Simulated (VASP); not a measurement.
# PbO (Litharge) with LDA: from relaxation to properties, part 2 of 2

Aim: relax PbO (Litharge), then compute properties on the relaxed cell. The start is a cell from a database of measured crystal structures.

VASP 6.6.1, plane waves and PAW; the level of theory is named at each step.

So far, gap on the k-mesh (eV): step 2 (relaxing cell and atoms (LDA)) 1.03; step 6 (density of states (LDA)) 1.01. The relaxed cell has a = 3.948, c = 4.872 Å (conventional setting).

The database entry behind the starting cell differs from later determinations by our own check (an axis about 0.4 % long against later determinations), so it need not match the best structure at ambient conditions.

## (7) Independent-particle dielectric function (LDA)

LOPTICS sums transitions from filled to empty bands. NBANDS is raised for it.

INCAR reads:

```
SYSTEM = PbO
PREC = Accurate
ENCUT = 520
EDIFF = 1E-06
NELM = 100
ISMEAR = 0
SIGMA = 0.05
LREAL = .FALSE.
ALGO = Normal
GGA = CA
NBANDS = 52
LORBIT = 11
LWAVE = .FALSE.
LCHARG = .FALSE.
KPAR = 4
LOPTICS = .TRUE.
NEDOS = 1500
CSHIFT = 0.1
```

POSCAR reads:

```
PbO
1.0
    3.9476962255      0.0000000000      0.0000000000
    0.0000000000      3.9476962255      0.0000000000
    0.0000000000      0.0000000000      4.8719423396
Pb O
2 2
Direct
    0.0000000000      0.5000000000      0.2422465217
    0.5000000000      0.0000000000      0.7577534783
    0.0000000000      0.0000000000      0.0000000000
    0.5000000000      0.5000000000      0.0000000000
```

KPOINTS reads:

```
Automatic mesh
0
Gamma
8 8 7
0 0 0
```

PAW data sets: Pb_d and O (LDA family, release 64).

Started as:

```console
mpirun -np 4 vasp_std
```

Run time: 30 s. Hardware: 4 MPI ranks of Intel Xeon 6975P-C (Granite Rapids), shared host; peak memory 1.8 GiB.

These are independent-particle spectra without excitons or local fields, and fine structure depends on the mesh and on CSHIFT.

Numbers from this step:

```
bands        : 52
Fermi energy : 5.560 eV
pressure     : -0.02407 GPa
```

The imaginary dielectric function has structure finer than the step of the table below, so its rows give means over 1 eV, whole bins alone (the curve runs from 0 to 25.0 eV). Peaks (eV: height): xx 3.7: 14.1, 4.4: 14.4, 5.4: 7.93; zz 4.5: 14.4, 7.2: 6.67.

The imaginary dielectric function by photon energy; means over each step:

```
photon energy (eV)      xx      zz
                 1  0.0822  0.0665
                 2   0.538   0.439
                 3    4.99    3.64
                 4    12.2    9.17
                 5    8.12    8.81
                 6    5.69    5.25
                 7    5.59    5.29
                 8    2.84    3.36
                 9    2.61    1.82
                10    2.59    1.92
                11    1.92    2.54
                12    1.07    1.36
                13   0.929    1.05
                14    1.06   0.689
                15    1.55    1.13
                16    1.26   0.998
                17   0.885   0.657
                18   0.856   0.831
                19   0.908    1.07
                20   0.672   0.886
                21   0.558   0.794
                22   0.527   0.770
                23   0.681   0.711
                24   0.424   0.523
```

The real dielectric function by photon energy:

```
photon energy (eV)       xx       zz
               0.0     7.63     6.83
               0.5     7.72     6.90
               1.0     7.99     7.12
               1.5     8.53     7.56
               2.0     9.65     8.43
               2.5     11.2     9.71
               3.0     13.9     11.2
               3.5     12.8     10.9
               4.0     8.21     8.70
               4.5    0.343     4.33
               5.0   -0.810   -0.831
               5.5   -0.737    0.540
               6.0     1.35    0.490
               6.5    0.696    0.835
               7.0    -1.62    0.425
               7.5    -1.76   -0.422
               8.0   -0.633    -1.46
               8.5   -0.251   -0.787
               9.0  -0.0222   -0.504
               9.5   -0.171    0.302
              10.0    0.501    0.577
              10.5   -0.742    0.772
              11.0   -0.913   -0.223
              11.5   -0.516   -0.473
              12.0   -0.354   -0.488
              12.5    0.178  -0.0730
              13.0    0.159   0.0140
              13.5    0.602    0.120
              14.0    0.523    0.326
              14.5    0.935    0.794
              15.0    0.604    0.923
              15.5    0.224    0.426
              16.0   0.0362    0.160
              16.5    0.162    0.332
              17.0   0.0698    0.641
              17.5    0.332    0.766
              18.0    0.416    0.927
              18.5    0.402    0.830
              19.0    0.361    0.746
              19.5    0.231    0.519
              20.0    0.214    0.379
              20.5    0.368    0.495
              21.0    0.431    0.678
              21.5    0.457    0.494
              22.0    0.527    0.418
              22.5    0.592    0.480
              23.0    0.524    0.564
              23.5    0.297    0.352
              24.0    0.336    0.388
              24.5    0.483    0.508
```

The mean of ε2 over directions passes 5 % of its top at 2.18 eV, against a least direct gap of 2.15 eV on this mesh, so absorption sets in close to the direct gap. The indirect gap (1.01 eV in the band run) doesn't show, since phonons are left out.

## (8) Band structure (LDA + SOC)

This step: LDA, spin-orbit coupling; plane waves and PAW (Pb_d, O) (VASP 6.6.1).

The mesh alone shows little of the dispersion and can miss band extrema, so KPOINTS_OPT adds a path through the symmetry points after the self-consistent cycle. Spin-orbit coupling needs spinors and the noncollinear program, where each band holds one electron.

Edit INCAR of step 7 so:

```diff
@@ -10,3 +10,8 @@
 GGA = CA
+LNONCOLLINEAR = .TRUE.
+MAGMOM = 0 0 0 0 0 0 0 0 0 0 0 0
 NBANDS = 52
+GGA_COMPAT = .FALSE.
+LASPH = .TRUE.
+LSORBIT = .TRUE.
 LORBIT = 11
@@ -15,4 +20 @@
 KPAR = 4
-LOPTICS = .TRUE.
-NEDOS = 1500
-CSHIFT = 0.1
```

POSCAR is that of step 7.

KPOINTS reads:

```
Automatic mesh
0
Gamma
5 5 4
0 0 0
```

KPOINTS_OPT reads:

```
Line mode
16
Line-mode
Reciprocal
  0.00000000   0.00000000   0.00000000 GAMMA
  0.00000000   0.50000000   0.00000000 X

  0.00000000   0.50000000   0.00000000 X
  0.50000000   0.50000000   0.00000000 M

  0.50000000   0.50000000   0.00000000 M
  0.00000000   0.00000000   0.00000000 GAMMA

  0.00000000   0.00000000   0.00000000 GAMMA
  0.00000000   0.00000000   0.50000000 Z

  0.00000000   0.00000000   0.50000000 Z
  0.00000000   0.50000000   0.50000000 R

  0.00000000   0.50000000   0.50000000 R
  0.50000000   0.50000000   0.50000000 A

  0.50000000   0.50000000   0.50000000 A
  0.00000000   0.00000000   0.50000000 Z

  0.00000000   0.50000000   0.00000000 X
  0.00000000   0.50000000   0.50000000 R

  0.50000000   0.50000000   0.00000000 M
  0.50000000   0.50000000   0.50000000 A
```

Started as:

```console
mpirun -np 4 vasp_ncl
```

Wall time 2.1 min (4 MPI ranks); peak memory 1.5 GiB.

LASPH is switched on together with spin-orbit coupling, so the change from the scalar run holds both. VASP adds spin-orbit coupling inside the spheres on scalar-relativistic partial waves, which describe the 6p1/2 states imperfectly, so such gaps can be off by a tenth of an eV or more.

This step gave:

```
SCF cycles                        : 15
irreducible k-points              : 18
free energy (TOTEN)               : -25.18 eV
Fermi energy                      : 5.543 eV
pressure                          : -0.2025 GPa
least gap on mesh and path        : 0.9911 eV
least direct gap on mesh and path : 2.181 eV
valence top at k                  : 0.1, 0.1, 0
least direct gap at k             : 0, 0, 0.2
```

On-site spin-orbit energy by atom:

```
atom  on-site spin-orbit energy (eV)
 Pb1                          -0.799
 Pb2                          -0.799
  O3                          -0.001
  O4                          -0.001
```

The electronic bands at the labelled points (eV, zero at the valence-band top; v1 is the highest filled band, c1 the lowest empty one):

```
          point     v4     v3     v2     v1    c1    c2    c3    c4
              Γ  -1.75  -1.75  -0.02  -0.02  2.35  2.35  4.64  4.64
0.47 of the way  -2.06  -2.06  -0.16  -0.16  3.21  3.21  3.63  3.63
              X  -1.79  -1.79  -1.79  -1.79  3.36  3.36  3.36  3.36
0.53 of the way  -1.59  -1.59  -1.46  -1.46  2.26  2.26  2.33  2.33
              M  -1.19  -1.19  -1.19  -1.19  0.99  0.99  0.99  0.99
0.47 of the way  -1.40  -1.40  -0.60  -0.60  2.70  2.70  3.21  3.21
              Γ  -1.75  -1.75  -0.02  -0.02  2.35  2.35  4.64  4.64
0.47 of the way  -1.76  -1.76  -0.30  -0.30  1.88  1.88  3.93  3.93
              Z  -1.77  -1.77  -1.03  -1.03  1.68  1.68  3.43  3.43
0.53 of the way  -1.17  -1.17  -1.01  -1.01  2.02  2.02  3.12  3.12
              R  -1.05  -1.05  -1.05  -1.05  3.05  3.05  3.05  3.05
0.53 of the way  -1.69  -1.69  -1.55  -1.55  3.35  3.35  3.39  3.39
              A  -1.19  -1.19  -1.19  -1.19  3.27  3.27  3.27  3.27
0.47 of the way  -1.41  -1.41  -1.18  -1.18  2.31  2.31  3.55  3.55
              Z  -1.77  -1.77  -1.03  -1.03  1.68  1.68  3.43  3.43
      jump to X  -1.79  -1.79  -1.79  -1.79  3.36  3.36  3.36  3.36
0.47 of the way  -1.41  -1.41  -1.41  -1.41  3.22  3.22  3.22  3.22
              R  -1.05  -1.05  -1.05  -1.05  3.05  3.05  3.05  3.05
      jump to M  -1.19  -1.19  -1.19  -1.19  0.99  0.99  0.99  0.99
0.47 of the way  -1.19  -1.19  -1.19  -1.19  1.76  1.76  1.76  1.76
              A  -1.19  -1.19  -1.19  -1.19  3.27  3.27  3.27  3.27
```

Of the projections kept (Pb, O), the largest for each band there; the rest of the weight can lie on other orbitals:

```
point      v4      v3      v2      v1       c1       c2       c3       c4
    Γ  O 0.91  O 0.91  O 0.58  O 0.58  Pb 0.79  Pb 0.79  Pb 0.94  Pb 0.94
    X  O 0.60  O 0.60  O 0.60  O 0.60  Pb 0.58  Pb 0.58  Pb 0.58  Pb 0.58
    M  O 0.97  O 0.97  O 0.97  O 0.97  Pb 0.80  Pb 0.80  Pb 0.80  Pb 0.80
    Γ  O 0.91  O 0.91  O 0.58  O 0.58  Pb 0.79  Pb 0.79  Pb 0.94  Pb 0.94
    Z  O 0.90  O 0.90  O 0.78  O 0.78  Pb 0.86  Pb 0.86  Pb 0.91  Pb 0.91
    R  O 0.69  O 0.69  O 0.69  O 0.69   O 0.58   O 0.58   O 0.58   O 0.58
```

The gap moves by -0.01 eV against LDA, which ran on another mesh.

## (9) Starting orbitals for the hybrid

This step: LDA; plane waves and PAW (Pb_d, O) (VASP 6.6.1).

A hybrid converges badly from random orbitals, so a cheap semilocal run writes a WAVECAR on the same mesh first.

INCAR reads:

```
SYSTEM = PbO
PREC = Accurate
ENCUT = 520
EDIFF = 1E-05
NELM = 100
ISMEAR = 0
SIGMA = 0.05
LREAL = .FALSE.
ALGO = Normal
GGA = CA
NBANDS = 26
LORBIT = 11
LWAVE = .TRUE.
LCHARG = .FALSE.
KPAR = 4
```

POSCAR is that of step 8.

KPOINTS reads:

```
Automatic mesh
0
Gamma
4 4 3
0 0 0
```

Started as:

```console
mpirun -np 4 vasp_std
```

Wall time 3.4 s (4 MPI ranks); peak memory 0.62 GiB; 11 s of CPU time.

A gap read on the k-mesh alone can miss the band edges.

Numbers from this step:

| Item | Value |
| --- | --- |
| SCF cycles | 14 |
| bands | 26 |
| irreducible k-points | 12 |
| free energy (TOTEN) | -24.40 eV |
| Fermi energy | 5.533 eV |
| pressure | 0.01988 GPa |
| valence top at k | 0, 0, 0 |
| least direct gap at k | 0.5, 0.5, 0 |
| gap on the k-mesh | 1.028 eV |
| least direct gap on the k-mesh | 2.151 eV |

## (10) Bands along the symmetry lines (HSE06)

This step: HSE06; plane waves and PAW (Pb_d, O) (VASP 6.6.1).

HSE06 mixes in a quarter of exact exchange at short range, at far higher cost; in semiconductors this cures much of the gap error, while metals seldom gain.

INCAR reads:

```
SYSTEM = PbO
PREC = Accurate
ENCUT = 520
EDIFF = 1E-06
NELM = 100
ISMEAR = 0
SIGMA = 0.05
LREAL = .FALSE.
ALGO = Normal
LHFCALC = .TRUE.
AEXX = 0.25
GGA = PE
HFSCREEN = 0.2
LASPH = .TRUE.
NBANDS = 26
PRECFOCK = Fast
LORBIT = 11
LWAVE = .FALSE.
LCHARG = .FALSE.
KPAR = 4
```

POSCAR is that of step 9.

KPOINTS is that of step 9.

Edit KPOINTS_OPT of step 8 so:

```diff
@@ -1,3 +1,3 @@
 Line mode
-16
+6
 Line-mode
```

The run starts from files that an earlier step left in the folder.

Started as:

```console
mpirun -np 4 vasp_std
```

Elapsed: 6.7 min, on 4 MPI ranks; peak memory 1.3 GiB.

The k-mesh is coarse for exact exchange; levels may shift by about 0.1 eV on a finer one. The PAW data sets were made with LDA, a small mismatch for this functional.

This step gave:

```yaml
scf_cycles: 9
free_energy_toten: -26.54 eV
fermi_energy: 5.457 eV
least_gap_on_mesh_and_path: 1.719 eV
least_direct_gap_on_mesh_and_path: 3.344 eV
valence_top_at_k: 0, 0.1, 0
least_direct_gap_at_k: 0, 0, 0.2
```

The electronic bands at the labelled points (eV, zero at the valence-band top; v1 is the highest filled band, c1 the lowest empty one):

```
          point     v4     v3     v2     v1    c1    c2    c3    c4
              Γ  -2.38  -2.32  -2.32   0.00  3.44  6.56  6.56  6.76
0.40 of the way  -3.03  -2.62  -2.47  -0.12  4.38  4.71  6.80  6.94
              X  -3.81  -3.81  -2.06  -2.06  4.39  4.39  7.84  7.84
0.40 of the way  -2.99  -2.99  -1.92  -1.92  3.68  3.68  6.65  6.65
              M  -1.87  -1.87  -1.63  -1.63  1.72  1.72  6.25  6.25
0.40 of the way  -3.23  -3.22  -1.81  -0.94  3.16  3.85  5.92  6.64
              Γ  -2.38  -2.32  -2.32   0.00  3.44  6.56  6.56  6.76
0.40 of the way  -2.40  -2.33  -2.33  -0.28  3.07  5.64  5.64  6.27
              Z  -2.43  -2.35  -2.35  -1.33  2.86  4.73  4.73  5.00
0.40 of the way  -2.82  -2.64  -1.55  -1.30  3.05  3.74  5.18  7.22
              R  -3.77  -3.77  -1.29  -1.29  4.01  4.01  7.34  7.34
0.60 of the way  -2.13  -2.13  -2.02  -2.02  4.43  4.43  5.38  5.38
              A  -2.61  -2.61  -1.63  -1.63  4.19  4.19  6.03  6.03
0.40 of the way  -3.03  -2.06  -1.80  -1.58  3.65  4.37  5.13  6.83
              Z  -2.43  -2.35  -2.35  -1.33  2.86  4.73  4.73  5.00
      jump to X  -3.81  -3.81  -2.06  -2.06  4.39  4.39  7.84  7.84
0.60 of the way  -3.78  -3.78  -1.52  -1.52  4.13  4.13  7.50  7.50
              R  -3.77  -3.77  -1.29  -1.29  4.01  4.01  7.34  7.34
      jump to M  -1.87  -1.87  -1.63  -1.63  1.72  1.72  6.25  6.25
0.40 of the way  -2.14  -2.14  -1.63  -1.63  2.34  2.34  6.55  6.55
              A  -2.61  -2.61  -1.63  -1.63  4.19  4.19  6.03  6.03
```

Of the projections kept (Pb, O), the largest for each band there; the rest of the weight can lie on other orbitals:

```
point       v4       v3      v2      v1       c1       c2       c3       c4
    Γ   O 0.93   O 0.91  O 0.91  O 0.53  Pb 0.82  Pb 0.68  Pb 0.68  Pb 0.96
    X   O 0.81   O 0.81  O 0.58  O 0.58  Pb 0.64  Pb 0.64  Pb 0.80  Pb 0.80
    M  Pb 0.61  Pb 0.61  O 0.97  O 0.97  Pb 0.84  Pb 0.84  Pb 0.90  Pb 0.90
    Γ   O 0.93   O 0.91  O 0.91  O 0.53  Pb 0.82  Pb 0.68  Pb 0.68  Pb 0.96
    Z   O 0.92   O 0.90  O 0.90  O 0.76  Pb 0.94  Pb 0.93  Pb 0.93  Pb 0.87
    R   O 0.82   O 0.82  O 0.65  O 0.65   O 0.53   O 0.53  Pb 0.87  Pb 0.87
```

Force by atom:

```
atom  x (eV/Å)  y (eV/Å)  z (eV/Å)    size
 Pb1    0.0000    0.0000   -0.0512  0.0512
 Pb2    0.0000    0.0000    0.0512  0.0512
  O3    0.0000    0.0000    0.0000  0.0000
  O4    0.0000    0.0000    0.0000  0.0000
```

The gap moves by +0.71 eV against LDA, which ran on another mesh.

## (11) Band structure (TB-mBJ)

This step: TB-mBJ; plane waves and PAW (Pb_d, O) (VASP 6.6.1).

The mesh alone shows little of the dispersion and can miss band extrema, so KPOINTS_OPT adds a path through the symmetry points after the self-consistent cycle. TB-mBJ is a local potential fitted to gaps: it costs far less than a hybrid but gives no energy.

INCAR reads:

```
SYSTEM = PbO
PREC = Accurate
ENCUT = 520
EDIFF = 1E-06
NELM = 150
ISMEAR = 0
SIGMA = 0.05
LREAL = .FALSE.
ALGO = Normal
METAGGA = MBJ
LASPH = .TRUE.
NBANDS = 34
LORBIT = 11
LWAVE = .FALSE.
LCHARG = .FALSE.
KPAR = 4
```

POSCAR is that of step 10.

KPOINTS reads:

```
Automatic mesh
0
Gamma
6 6 5
0 0 0
```

Edit KPOINTS_OPT of step 10 so:

```diff
@@ -1,3 +1,3 @@
 Line mode
-6
+16
 Line-mode
```

Started as:

```console
mpirun -np 4 vasp_std
```

Wall time 99 s (4 MPI ranks); peak memory 1 GiB.

This functional is a potential without an energy, so its energies, forces and stress mean nothing and are not read.

Numbers from this step:

| Property | Result |
| --- | --- |
| SCF cycles | 103 |
| bands | 34 |
| irreducible k-points | 30 |
| Fermi energy | 6.704 eV |
| least gap on mesh and path | 1.597 eV |
| least direct gap on mesh and path | 3.150 eV |
| valence top at k | 0, 0, 0 |
| least direct gap at k | 0.5, 0.5, 0 |

Electronic bands along the path, in eV, zero at the valence-band top; v1 is the highest filled band, c1 the lowest empty one:

```
          point     v4     v3     v2     v1    c1    c2    c3    c4
              Γ  -2.19  -2.14  -2.14   0.00  3.22  5.93  5.93  6.53
0.47 of the way  -2.81  -2.47  -2.32  -0.27  4.13  4.22  6.23  6.55
              X  -3.41  -3.41  -1.88  -1.88  4.05  4.05  7.17  7.17
0.53 of the way  -2.40  -2.40  -1.74  -1.74  2.88  2.88  6.01  6.01
              M  -1.76  -1.76  -1.55  -1.55  1.60  1.60  6.02  6.02
0.47 of the way  -3.18  -3.03  -1.75  -0.73  3.25  4.02  5.34  5.94
              Γ  -2.19  -2.14  -2.14   0.00  3.22  5.93  5.93  6.53
0.47 of the way  -2.21  -2.15  -2.15  -0.40  2.96  5.02  5.02  5.71
              Z  -2.23  -2.16  -2.16  -1.26  2.94  4.37  4.37  4.70
0.53 of the way  -2.76  -2.58  -1.34  -1.25  2.73  3.99  5.09  7.27
              R  -3.37  -3.37  -1.26  -1.26  3.65  3.65  6.76  6.76
0.53 of the way  -2.12  -2.12  -1.74  -1.74  4.00  4.00  5.09  5.09
              A  -2.33  -2.33  -1.56  -1.56  3.74  3.74  5.72  5.72
0.47 of the way  -3.04  -1.76  -1.74  -1.40  3.20  3.98  4.67  6.70
              Z  -2.23  -2.16  -2.16  -1.26  2.94  4.37  4.37  4.70
      jump to X  -3.41  -3.41  -1.88  -1.88  4.05  4.05  7.17  7.17
0.47 of the way  -3.39  -3.39  -1.57  -1.57  3.86  3.86  6.98  6.98
              R  -3.37  -3.37  -1.26  -1.26  3.65  3.65  6.76  6.76
      jump to M  -1.76  -1.76  -1.55  -1.55  1.60  1.60  6.02  6.02
0.47 of the way  -2.03  -2.03  -1.55  -1.55  2.32  2.32  6.27  6.27
              A  -2.33  -2.33  -1.56  -1.56  3.74  3.74  5.72  5.72
```

Of the projections kept (Pb, O), the largest for each band there; the rest of the weight can lie on other orbitals:

```
point       v4       v3      v2      v1       c1       c2       c3       c4
    Γ   O 0.93   O 0.92  O 0.92  O 0.56  Pb 0.83  Pb 0.70  Pb 0.70  Pb 1.00
    X   O 0.83   O 0.83  O 0.60  O 0.60  Pb 0.65  Pb 0.65  Pb 0.81  Pb 0.81
    M  Pb 0.58  Pb 0.58  O 0.97  O 0.97  Pb 0.86  Pb 0.86  Pb 0.85  Pb 0.85
    Γ   O 0.93   O 0.92  O 0.92  O 0.56  Pb 0.83  Pb 0.70  Pb 0.70  Pb 1.00
    Z   O 0.93   O 0.91  O 0.91  O 0.77  Pb 0.93  Pb 0.93  Pb 0.93  Pb 0.88
    R   O 0.84   O 0.84  O 0.67  O 0.67  Pb 0.50  Pb 0.50  Pb 0.87  Pb 0.87
```

The gap moves by +0.59 eV against LDA.

## (12) Summary of results

| Property | Result |
| --- | --- |
| relaxed volume | 18.98 Å³/atom |
| relaxed conventional cell a, b, c | 3.948, 3.948, 4.872 Å |
| space group after relaxing, within 0.02 Å | P4/nmm (No. 129) |
| band gap | 1.01 eV, indirect (least direct gap of that run 2.15 eV) |
| gap among the points of the DOS mesh alone, an upper bound | 1.01 eV |
| strongest peak of ε2, mean over directions | 4.36 eV |
| ε1 at zero frequency, no local fields, mean | 7.36 |
| band gap (LDA + SOC) | 0.991 eV, indirect (least direct gap of that run 2.18 eV) |
| band gap (HSE06) | 1.72 eV, indirect (least direct gap of that run 3.34 eV) |
| band gap (TB-mBJ) | 1.60 eV, indirect (least direct gap of that run 3.15 eV) |

In words: With LDA, PbO (Litharge) relaxes to 18.98 Å³/atom in space group P4/nmm (held by the symmetry of the run) and has an indirect gap of 1.01 eV (1.72 eV with HSE06). Against the listed cell the volume lies -4.8 % (a -1.1 %, c -2.8 %). Band structure (LDA): The path shows an indirect gap of 1.01 eV (valence top between M and Γ, conduction bottom at M). The least direct gap is 2.15 eV. Band structure (LDA + SOC): On this path the gap is indirect, 0.99 eV, with the valence top between M and Γ and the conduction bottom at M. The least direct gap is 2.18 eV. Bands along the symmetry lines (HSE06): The path shows an indirect gap of 1.72 eV (valence top between Γ and X, conduction bottom at M). The least direct gap is 3.34 eV. Band structure (TB-mBJ): The path shows an indirect gap of 1.60 eV (valence top at Γ, conduction bottom at M). The least direct gap is 3.15 eV. The other levels ran on the cell relaxed with LDA, and without spin-orbit coupling unless named. LASPH was switched on together with spin-orbit coupling, so shifts put down to the coupling hold both changes. Semilocal functionals usually underestimate gaps. No search among competing phases was made, and a listed structure need not be the one stable at ambient conditions. All values are for a static lattice at zero temperature.

[Lines on the potential files, build, host, timing and source positions are cut from VASP's logs without a mark.]

[Logs are printed without paths, hosts, clocks, repeated set-up lines and the standing remarks that a program may print on its own settings, such as how far it seeks lower states.]

[Hosts, paths, dates, database ids (printed as entryN), source tags and the programs' standing remarks are cut or masked in the printed files.]

[A measured line is paired with the nearest computed mode of its activity, which favours agreement.]
